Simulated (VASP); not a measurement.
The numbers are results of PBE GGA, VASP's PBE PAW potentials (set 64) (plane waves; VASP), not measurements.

The input files of a VASP run:

KPOINTS:
```
Automatic mesh
0
Gamma
1 1 1
0 0 0
```

File POSCAR:
```
MoC31Si31
1
    8.7583314357     0.0000000000     0.0000000000
    0.0000000000     8.7583314357    -0.0000000000
   -0.0000000000    -0.0000000000     8.7583314357
Si C Mo
31 31 1
Direct
  0.5000000000   0.0000000000   0.0000000000
  0.7500000000   0.2500000000   0.0000000000
  0.7500000000   0.0000000000   0.2500000000
  0.0000000000   0.0000000000   0.0000000000
  0.2500000000   0.2500000000   0.0000000000
  0.5000000000   0.5000000000   0.0000000000
  0.7500000000   0.7500000000   0.0000000000
  0.2500000000   0.0000000000   0.2500000000
  0.5005360000   0.2463860000   0.2553850000
  0.7531550000   0.5050400000   0.2545280000
  0.5000000000   0.0000000000   0.5000000000
  0.7483570000   0.2474880000   0.5004900000
  0.7500000000   0.0000000000   0.7500000000
  0.0000000000   0.5000000000   0.0000000000
  0.2500000000   0.7500000000   0.0000000000
  0.0000000000   0.2500000000   0.2500000000
  0.2500000000   0.5000000000   0.2500000000
  0.5000000000   0.7500000000   0.2500000000
  0.0000000000   0.0000000000   0.5000000000
  0.2500000000   0.2500000000   0.5000000000
  0.7500000000   0.7500000000   0.5000000000
  0.2500000000   0.0000000000   0.7500000000
  0.5000000000   0.2500000000   0.7500000000
  0.7500000000   0.5000000000   0.7500000000
  0.0000000000   0.7500000000   0.2500000000
  0.0000000000   0.5000000000   0.5000000000
  0.2500000000   0.7500000000   0.5000000000
  0.0000000000   0.2500000000   0.7500000000
  0.2500000000   0.5000000000   0.7500000000
  0.5000000000   0.7500000000   0.7500000000
  0.0000000000   0.7500000000   0.7500000000
  0.6261310000   0.1210550000   0.1210550000
  0.8773860000   0.3695020000   0.1303890000
  0.8713690000   0.1227550000   0.3752840000
  0.1250000000   0.1250000000   0.1250000000
  0.3751630000   0.3760600000   0.1197990000
  0.6301480000   0.6303400000   0.1285370000
  0.8750000000   0.8750000000   0.1250000000
  0.3768640000   0.1228410000   0.3752300000
  0.8761230000   0.6298380000   0.3702810000
  0.6237230000   0.1223780000   0.6287700000
  0.8708820000   0.3784660000   0.6201210000
  0.8750000000   0.1250000000   0.8750000000
  0.1250000000   0.6250000000   0.1250000000
  0.3750000000   0.8750000000   0.1250000000
  0.1250000000   0.3750000000   0.3750000000
  0.3752610000   0.6241690000   0.3695580000
  0.6250000000   0.8750000000   0.3750000000
  0.1250000000   0.1250000000   0.6250000000
  0.3765300000   0.3792600000   0.6284820000
  0.6285260000   0.6295420000   0.6229130000
  0.8750000000   0.8750000000   0.6250000000
  0.3750000000   0.1250000000   0.8750000000
  0.6250000000   0.3750000000   0.8750000000
  0.8750000000   0.6250000000   0.8750000000
  0.1250000000   0.8750000000   0.3750000000
  0.1250000000   0.6250000000   0.6250000000
  0.3750000000   0.8750000000   0.6250000000
  0.1250000000   0.3750000000   0.8750000000
  0.3750000000   0.6250000000   0.8750000000
  0.6250000000   0.8750000000   0.8750000000
  0.1250000000   0.8750000000   0.8750000000
  0.4964060000   0.5045020000   0.5004510000
```

**INCAR**
```
EDIFFG = -0.03
SIGMA = 0.05   # width (eV)
NELMIN = 4
LCHARG = F
ALGO = Fast
PREC = Normal
GGA = PE   # PBE
ISIF = 2   # forces and stress, cell fixed
ISMEAR = 0
SYSTEM = MoC31Si31
LREAL = Auto
LASPH = T   # aspherical one-centre terms
NELM = 100   # most electronic steps
NSW = 70   # most ionic steps
EDIFF = 1E-5   # SCF stop (eV)
IBRION = 2   # conjugate gradients
LWAVE = T
ENCUT = 400   # plane-wave cut-off (eV)
LMAXMIX = 4   # l cut-off of mixed one-centre charges
ISYM = 0
```

POTCAR, in this order: Si C Mo (PBE.64 set). Program: vasp_gam.

Output

**OSZICAR**
```
...
RMM:   5    -0.469365773478E+03   -0.22747E-04   -0.27450E-03   322   0.101E-01    0.575E-02
RMM:   6    -0.469365787818E+03   -0.14340E-04   -0.44769E-04   339   0.433E-02    0.341E-02
RMM:   7    -0.469365784886E+03    0.29319E-05   -0.16021E-04   320   0.237E-02    0.123E-02
RMM:   8    -0.469365784337E+03    0.54936E-06   -0.22045E-05   207   0.105E-02
  11 F= -.46936578E+03 E0= -.46936359E+03  d E =-.780493E-01
       N       E                     dE             d eps       ncg     rms          rms(c)
DAV:   1    -0.469393198373E+03   -0.27413E-01   -0.33226E+00   336   0.424E+00    0.557E-01
RMM:   2    -0.469395782449E+03   -0.25841E-02   -0.47173E-02   320   0.530E-01    0.474E-01
RMM:   3    -0.469393572740E+03    0.22097E-02   -0.12027E-02   324   0.235E-01    0.273E-01
RMM:   4    -0.469392547369E+03    0.10254E-02   -0.35891E-03   323   0.121E-01    0.930E-02
RMM:   5    -0.469392579676E+03   -0.32307E-04   -0.12157E-03   323   0.690E-02    0.407E-02
RMM:   6    -0.469392593721E+03   -0.14045E-04   -0.22802E-04   343   0.305E-02    0.238E-02
RMM:   7    -0.469392592915E+03    0.80626E-06   -0.59920E-05   291   0.156E-02
  12 F= -.46939259E+03 E0= -.46939088E+03  d E =-.268086E-01
       N       E                     dE             d eps       ncg     rms          rms(c)
DAV:   1    -0.469395133366E+03   -0.25396E-02   -0.59964E-01   336   0.180E+00    0.237E-01
RMM:   2    -0.469395581546E+03   -0.44818E-03   -0.85381E-03   320   0.225E-01    0.200E-01
RMM:   3    -0.469395188272E+03    0.39327E-03   -0.20710E-03   323   0.100E-01    0.114E-01
RMM:   4    -0.469395017156E+03    0.17112E-03   -0.71829E-04   324   0.521E-02    0.392E-02
RMM:   5    -0.469395023120E+03   -0.59636E-05   -0.21285E-04   323   0.289E-02    0.172E-02
RMM:   6    -0.469395024961E+03   -0.18414E-05   -0.34486E-05   224   0.127E-02
  13 F= -.46939502E+03 E0= -.46939345E+03  d E =-.292406E-01
       N       E                     dE             d eps       ncg     rms          rms(c)
DAV:   1    -0.469411481158E+03   -0.16458E-01   -0.29785E+00   320   0.405E+00    0.470E-01
RMM:   2    -0.469412347577E+03   -0.86642E-03   -0.36566E-02   320   0.468E-01    0.295E-01
RMM:   3    -0.469412379889E+03   -0.32312E-04   -0.10219E-02   333   0.201E-01    0.271E-01
RMM:   4    -0.469411416433E+03    0.96346E-03   -0.24303E-03   321   0.104E-01    0.913E-02
RMM:   5    -0.469411433780E+03   -0.17348E-04   -0.10461E-03   321   0.631E-02    0.347E-02
RMM:   6    -0.469411450806E+03   -0.17026E-04   -0.22462E-04   340   0.278E-02    0.206E-02
RMM:   7    -0.469411450168E+03    0.63801E-06   -0.44638E-05   251   0.139E-02
  14 F= -.46941145E+03 E0= -.46941028E+03  d E =-.164252E-01
       N       E                     dE             d eps       ncg     rms          rms(c)
DAV:   1    -0.469412506053E+03   -0.10552E-02   -0.28875E-01   352   0.126E+00    0.146E-01
RMM:   2    -0.469412581737E+03   -0.75684E-04   -0.35238E-03   320   0.145E-01    0.924E-02
RMM:   3    -0.469412577980E+03    0.37572E-05   -0.95127E-04   333   0.625E-02    0.832E-02
RMM:   4    -0.469412491040E+03    0.86940E-04   -0.26471E-04   321   0.327E-02    0.280E-02
RMM:   5    -0.469412493047E+03   -0.20068E-05   -0.97247E-05   313   0.195E-02
  15 F= -.46941249E+03 E0= -.46941140E+03  d E =-.174681E-01
       N       E                     dE             d eps       ncg     rms          rms(c)
DAV:   1    -0.469420711250E+03   -0.82202E-02   -0.11487E+00   320   0.270E+00    0.279E-01
RMM:   2    -0.469421127345E+03   -0.41610E-03   -0.16040E-02   320   0.316E-01    0.171E-01
RMM:   3    -0.469421184168E+03   -0.56823E-04   -0.36096E-03   326   0.133E-01    0.160E-01
RMM:   4    -0.469420838245E+03    0.34592E-03   -0.11181E-03   322   0.693E-02    0.538E-02
RMM:   5    -0.469420852826E+03   -0.14580E-04   -0.40098E-04   332   0.388E-02    0.239E-02
RMM:   6    -0.469420857305E+03   -0.44789E-05   -0.64572E-05   249   0.166E-02
  16 F= -.46942086E+03 E0= -.46941969E+03  d E =-.836426E-02
       N       E                     dE             d eps       ncg     rms          rms(c)
DAV:   1    -0.469421566376E+03   -0.71355E-03   -0.15854E-01   352   0.100E+00    0.105E-01
RMM:   2    -0.469421628634E+03   -0.62259E-04   -0.22805E-03   320   0.119E-01    0.642E-02
RMM:   3    -0.469421635879E+03   -0.72444E-05   -0.51044E-04   327   0.499E-02    0.594E-02
RMM:   4    -0.469421587923E+03    0.47956E-04   -0.15651E-04   321   0.259E-02    0.200E-02
RMM:   5    -0.469421589926E+03   -0.20034E-05   -0.56530E-05   255   0.146E-02
  17 F= -.46942159E+03 E0= -.46942039E+03  d E =-.909688E-02
       N       E                     dE             d eps       ncg     rms          rms(c)
DAV:   1    -0.469426377251E+03   -0.47893E-02   -0.71067E-01   320   0.218E+00    0.222E-01
RMM:   2    -0.469426595736E+03   -0.21849E-03   -0.99671E-03   320   0.248E-01    0.111E-01
RMM:   3    -0.469426727099E+03   -0.13136E-03   -0.25014E-03   332   0.103E-01    0.133E-01
RMM:   4    -0.469426548184E+03    0.17891E-03   -0.58723E-04   328   0.495E-02    0.479E-02
RMM:   5    -0.469426544698E+03    0.34866E-05   -0.22143E-04   324   0.303E-02    0.190E-02
RMM:   6    -0.469426547712E+03   -0.30140E-05   -0.38744E-05   227   0.135E-02
  18 F= -.46942655E+03 E0= -.46942522E+03  d E =-.495779E-02
       N       E                     dE             d eps       ncg     rms          rms(c)
DAV:   1    -0.469426998969E+03   -0.45427E-03   -0.12557E-01   336   0.918E-01    0.940E-02
RMM:   2    -0.469427047091E+03   -0.48122E-04   -0.18310E-03   320   0.106E-01    0.469E-02
RMM:   3    -0.469427069705E+03   -0.22614E-04   -0.44528E-04   332   0.438E-02    0.554E-02
RMM:   4    -0.469427039693E+03    0.30012E-04   -0.99108E-05   309   0.208E-02    0.206E-02
RMM:   5    -0.469427039170E+03    0.52266E-06   -0.44741E-05   232   0.130E-02
  19 F= -.46942704E+03 E0= -.46942566E+03  d E =-.544924E-02
       N       E                     dE             d eps       ncg     rms          rms(c)
DAV:   1    -0.469429367644E+03   -0.23280E-02   -0.46047E-01   320   0.174E+00    0.197E-01
RMM:   2    -0.469429510495E+03   -0.14285E-03   -0.62293E-03   320   0.194E-01    0.118E-01
RMM:   3    -0.469429478164E+03    0.32331E-04   -0.15408E-03   326   0.837E-02    0.112E-01
RMM:   4    -0.469429322480E+03    0.15568E-03   -0.47648E-04   323   0.453E-02    0.338E-02
RMM:   5    -0.469429330916E+03   -0.84362E-05   -0.17170E-04   334   0.248E-02    0.170E-02
RMM:   6    -0.469429332119E+03   -0.12025E-05   -0.21274E-05   205   0.103E-02
  20 F= -.46942933E+03 E0= -.46942798E+03  d E =-.229295E-02
       N       E                     dE             d eps       ncg     rms          rms(c)
DAV:   1    -0.469429397714E+03   -0.66798E-04   -0.14374E-02   352   0.308E-01    0.353E-02
RMM:   2    -0.469429403055E+03   -0.53406E-05   -0.21121E-04   320   0.356E-02    0.208E-02
RMM:   3    -0.469429402363E+03    0.69197E-06   -0.51567E-05   255   0.153E-02    0.205E-02
RMM:   4    -0.469429397518E+03    0.48448E-05   -0.15614E-05   197   0.810E-03
  21 F= -.46942940E+03 E0= -.46942805E+03  d E =-.235835E-02
       N       E                     dE             d eps       ncg     rms          rms(c)
DAV:   1    -0.469430505306E+03   -0.11029E-02   -0.27390E-01   320   0.128E+00    0.163E-01
RMM:   2    -0.469430553405E+03   -0.48099E-04   -0.33891E-03   320   0.143E-01    0.868E-02
RMM:   3    -0.469430563991E+03   -0.10586E-04   -0.96276E-04   328   0.631E-02    0.104E-01
RMM:   4    -0.469430454088E+03    0.10990E-03   -0.27704E-04   321   0.340E-02    0.304E-02
RMM:   5    -0.469430457593E+03   -0.35047E-05   -0.10432E-04   322   0.194E-02    0.145E-02
RMM:   6    -0.469430458216E+03   -0.62277E-06   -0.12775E-05   196   0.813E-03
  22 F= -.46943046E+03 E0= -.46942916E+03  d E =-.106070E-02
```

OUTCAR:
```
------------------------ aborting loop because EDIFF is reached ----------------------------------------
  FORCE on cell =-STRESS in cart. coord.  units (eV):
  Direction    XX          YY          ZZ          XY          YZ          ZX
  --------------------------------------------------------------------------------------
  Total       -0.0182103     -0.0439448    -14.1390898      4.0421796     -2.6626711      2.6855234
  in kB       -0.0434273     -0.1047983    -33.7184737      9.6396677     -6.3498575      6.4043549
  external PRESSURE =     -11.2888998 kB  Pullay stress =       0.0000000 kB
  volume of cell :      671.84
      direct lattice vectors                 reciprocal lattice vectors
     8.758331436  0.000000000  0.000000000     0.114176999  0.000000000  0.000000000
     0.000000000  8.758331436  0.000000000     0.000000000  0.114176999  0.000000000
     0.000000000  0.000000000  8.758331436     0.000000000  0.000000000  0.114176999
  FREE ENERGIE OF THE ION-ELECTRON SYSTEM (eV)
  ---------------------------------------------------
  free  energy   TOTEN  =      -469.4304582159 eV

  energy  without entropy=     -469.4278652173  energy(sigma->0) =     -469.42916172

 reached required accuracy - stopping structural energy minimisation
```
(Selected blocks of OUTCAR.)

CONTCAR:
```
MoC31Si31
   1.00000000000000
     8.7583314357000006    0.0000000000000000    0.0000000000000000
     0.0000000000000000    8.7583314357000006    0.0000000000000000
     0.0000000000000000    0.0000000000000000    8.7583314357000006
  Si              C               Mo
    31    31     1
Direct
     0.4994770337358322    0.0022847517558750    0.0007570076607390
     0.7495580480280123    0.2508460877770757    0.0028370710153256
     0.7501012984081653    0.0010749366375759    0.2506232497538259
     0.9996460638599157    0.0007102457166961    0.0003736670321098
     0.2495102770823020    0.2485028778338200    0.0010817951177917
     0.5001971689871709    0.5001232839256295    0.0011458945361606
     0.7517632073122782    0.7507161026313335    0.0010546919565782
     0.2486722929446422    0.9994005089989419    0.2492548792576206
     0.4974694905153422    0.2504926978876222    0.2592394231484151
     0.7498811985442947    0.5028097401299751    0.2591515757773241
     0.4990396632721519    0.9995049123112476    0.5005987881887507
     0.7562342248874444    0.2439545625070120    0.5064219820516260
     0.7516350979068759    0.9996893884635288    0.7517898474644116
     0.9979425630608830    0.5008711222482927    0.0007848735247418
     0.2500769534578476    0.7501728375966621    0.9979858597491880
     0.9994067859876464    0.2501559712080541    0.2506462229736208
     0.2434990903064487    0.4991732675797649    0.2475360312779355
     0.5010366255523351    0.7565772366095743    0.2476725206805534
     0.0002286219963516    0.0000377741878286    0.5016585701699551
     0.2511112075645503    0.2482384603317165    0.4992389814208850
     0.7520094987499299    0.7490112758197423    0.4990163547612412
     0.2502495369350339    0.0006853141587800    0.7506736556734145
     0.4999571728730018    0.2505348240430039    0.7511659153848491
     0.7497044884489543    0.5001746134597109    0.7508785397983003
     0.0009886314762284    0.7517430934850813    0.2493070855720885
     0.0009465908532512    0.5012610409233426    0.5005584387122244
     0.2486073303624516    0.7515757812743171    0.5035961518675189
     0.0005287895951118    0.2486542537511768    0.7517676027135741
     0.2541476570057275    0.4994976929419698    0.7481696611303498
     0.5007436108814514    0.7460045613038070    0.7479875571367678
     0.9995432944009353    0.7498673755676823    0.7506945406768221
     0.6241361507561044    0.1278943949908925    0.1295361424259278
     0.8724955169772246    0.3761120235364954    0.1296107858322803
     0.8748900666860685    0.1253880708156296    0.3746934274139532
     0.1237314077856645    0.1250213121250527    0.1256589829070598
     0.3738762968003528    0.3767908198346231    0.1278527720144396
     0.6234785346307846    0.6264127442870522    0.1278964622544445
     0.8752829216490574    0.8766694829753646    0.1256741999815230
     0.3719141654365480    0.1206363300482444    0.3747301543402488
     0.8797669158087823    0.6283110359782034    0.3746264180453058
     0.6241295229312757    0.1249517407954112    0.6265898351187592
     0.8753778905489401    0.3760821715140318    0.6263273134244429
     0.8745303086408975    0.1257125808287640    0.8769400878060364
     0.1232810278964746    0.6263966173866725    0.1228242922046235
     0.3739997522560780    0.8769015571482992    0.1228729995836648
     0.1242429971063677    0.3743866542385665    0.3758812579460726
     0.3661919724488274    0.6338293344257955    0.3649479457983094
     0.6258137046068385    0.8761692626498430    0.3758641918098667
     0.1240009359754202    0.1246720771658346    0.6258093300200450
     0.3777447172111374    0.3720658230435535    0.6245610699014059
     0.6281801293801592    0.6224987234998370    0.6243281690264756
     0.8755202452062563    0.8761384321301724    0.6257038378626860
     0.3749601022641009    0.1253205705953042    0.8759639248284271
     0.6251567036256310    0.3750944281119258    0.8761509218944071
     0.8748029827002350    0.6251933241322821    0.8759016215697397
     0.1251369897233651    0.8752591030699133    0.3759328139934001
     0.1256871802322267    0.6244376762731714    0.6261949649411224
     0.3758215014984738    0.8746016507698929    0.6261186720743466
     0.1255468197898587    0.3758594627916815    0.8749555733409011
     0.3759983299764737    0.6242248455127080    0.8740238980876712
     0.6243589967913501    0.8745902304292202    0.8748027868253277
     0.1245224459031042    0.8756826804318822    0.8748256638530127
     0.5130692517633522    0.4869702453968399    0.4548040466893534
```

OUTCAR:
```
 val. band max:        8.6343274509   @ k =   0.0000   0.0000   0.0000

 cond. band min:       8.8098264620   @ k =   0.0000   0.0000   0.0000


 Fermi energy:         8.7220769565

 k-point     1 :       0.0000    0.0000    0.0000
  band No.  band energies     occupation
      1      -7.3986      2.00000
      2      -5.9461      2.00000
      3      -5.8978      2.00000
      4      -5.8865      2.00000
      5      -5.8516      2.00000
      6      -5.7838      2.00000
      7      -5.5700      2.00000
      8      -4.5765      2.00000
      9      -4.5453      2.00000
     10      -4.5442      2.00000
     11      -4.5153      2.00000
     12      -4.4885      2.00000
     13      -4.4693      2.00000
     14      -4.4677      2.00000
     15      -4.4368      2.00000
     16      -4.4290      2.00000
     17      -4.3721      2.00000
     18      -4.2103      2.00000
     19      -4.0672      2.00000
     20      -3.9901      2.00000
     21      -3.9502      2.00000
     22      -3.7514      2.00000
     23      -3.0360      2.00000
     24      -2.5371      2.00000
     25      -2.4873      2.00000
     26      -2.3961      2.00000
     27      -2.3463      2.00000
     28      -2.3255      2.00000
     29      -2.2698      2.00000
     30      -2.2641      2.00000
     31      -2.2040      2.00000
     32      -0.6645      2.00000
     33      -0.5424      2.00000
     34      -0.5323      2.00000
     35      -0.5119      2.00000
     36       0.0837      2.00000
     37       0.0897      2.00000
     38       0.2365      2.00000
     39       0.6689      2.00000
     40       0.7547      2.00000
     41       0.7857      2.00000
     42       0.8162      2.00000
     43       0.8767      2.00000
     44       0.9272      2.00000
     45       1.5514      2.00000
     46       1.8048      2.00000
     47       1.8288      2.00000
     48       1.8627      2.00000
     49       1.8893      2.00000
     50       1.9136      2.00000
     51       1.9354      2.00000
...
```

At this cut-off the stress carries a Pulay error, which pulls relaxed volumes low. The supercell is sampled at Γ alone, which is coarse: total energies, pressure and levels can be off, energies of defects by several tenths of an eV.

The cell is a supercell with a defect, built from SiC (zinc blende): Mo_Si-vac_C. The run is not spin-polarised, so no state with unpaired spins was tried.
